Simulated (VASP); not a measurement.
Given:

```
CELL_PARAMETERS angstrom
      0.00000     3.15207     3.15207
      3.15207     0.00000     3.15207
      3.15207     3.15207     0.00000
ATOMIC_POSITIONS crystal
  Sn 0.00000 0.00000 0.00000
  Te 0.50000 0.50000 0.50000
```

The numbers are results of rev-vdW-DF2, VASP's PBE PAW potentials (set 64) (plane waves; VASP), not measurements. Numerical set-up: 520 eV cut-off, 7×7×7 Γ-centred mesh, Gaussian smearing of 0.050 eV, potentials Sn_d Te.

Question: What does the run give for the energy per atom (σ→0), pressure?

Answer: 
```json
{
 "energy per atom (σ→0)": "-1.551 eV/atom",
 "pressure": "1.38 GPa"
}
```

Only differences to runs with the same potentials and settings are physical.

The compound is SnTe in the rock salt structure, which distorts at low temperature. This cell is one point of a volume scan, at 0.97 of the reference volume.
